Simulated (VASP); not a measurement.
VASP input:

File KPOINTS:
```
Automatic mesh
0
gamma
  13 13 13
```

**INCAR**
```
# general
SYSTEM=LiH
PREC  =Accurate
ENCUT =520
LREAL =F
LASPH =T

# electronic loop
EDIFF =1E-7
NELM  =100
ALGO  =Normal

# smearing
ISMEAR=-5

# ions
ISIF  =2

# output
LWAVE =F
LCHARG=T
LORBIT=11
NEDOS =601
```

### POSCAR
```
LiH
1.0
  0.0000000000   1.9509900194   1.9509900194
  1.9509900194   0.0000000000   1.9509900194
  1.9509900194   1.9509900194   0.0000000000
Li H
1 1
Cart
  0.0000000000   0.0000000000   0.0000000000
  1.9509900194   1.9509900194   1.9509900194
```

POTCAR, in this order: Li_sv H (LDA.64 set). Program: vasp_std.

Translate this LDA calculation to Ansatz.

One equivalent input (not run):
Ansatz 0.2 input:
```yaml
crystal:
  lattice:
    - [0.0000000, 1.9509900, 1.9509900]
    - [1.9509900, 0.0000000, 1.9509900]
    - [1.9509900, 1.9509900, 0.0000000]
  atoms:
    - { symbol: Li, position: [0.0000000, 0.0000000, 0.0000000] }
    - { symbol: H, position: [0.5000000, 0.5000000, 0.5000000] }
kpoints:
  mp_grid: { grid: [13, 13, 13] }
hamiltonian:
  xc: lda
  pseudopotentials: { kind: paw }
scf:
  occupations: { method: tetrahedron }
  max_iter: 100
output: { forces: true, stress: true, eigenvalues: true }
```
What does not carry over: each code has its own PAW files, so the cut-off isn't converted (ENCUT is set for VASP's; basis.ecutwfc is left out, and Ansatz then takes the one that its files recommend); Ansatz stops its SCF on the density residual and VASP on the energy change (EDIFF); Ansatz's lda is the Perdew-Wang form, while the LDA potentials of VASP carry Perdew-Zunger's.

The compound is LiH in the rock salt structure. It was relaxed first, which changed the volume by -13 %.
